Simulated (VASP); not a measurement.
Here is the system:

```xyz
3
Lattice="1.8010 -3.1663 0.0000 1.8010 3.1663 0.0000 0.0000 0.0000 5.7947" Properties=species:S:1:pos:R:3 pbc="T T T"
Zr     0.0000     0.0000     0.0000
S      1.8010     1.0554     1.4487
S      1.8625    -1.0554     4.3460
```
Cell charge -0.5.

The numbers are results of PBE GGA, VASP's PBE PAW potentials (set 64) (plane waves; VASP), not measurements. Settings: NELECT = 24.5, 400 eV cut-off, 6×6×4 Γ-centred mesh, Gaussian smearing of 0.050 eV, potentials Zr_sv S.

The cell is charged, with a uniform compensating background.

### Question
Which forces act on the atoms, in eV/Å?

### Answer

```tsv
atom	Fx	Fy	Fz
Zr1	0.244	0.021	0.032
S2	0.130	0.067	0.554
S3	-0.374	-0.087	-0.585
```

### Question
Give the stress tensor in GPa (positive for a compressed cell).

### Answer

```
15.12   0.69   1.68
 0.69  13.08   0.58
 1.68   0.58  19.66
```
The pressure is its mean diagonal, 15.95 GPa.

The compound is ZrS2 in the 1T layered structure. The cell was not relaxed at this level, atoms are displaced from their ideal sites. The k-mesh is coarse (spacing up to 0.33 per Å, 2π included), so the numbers may not be converged in it. The run is one of a series of settings (NELECT = 24.5 against the base run), some of them coarse on purpose.
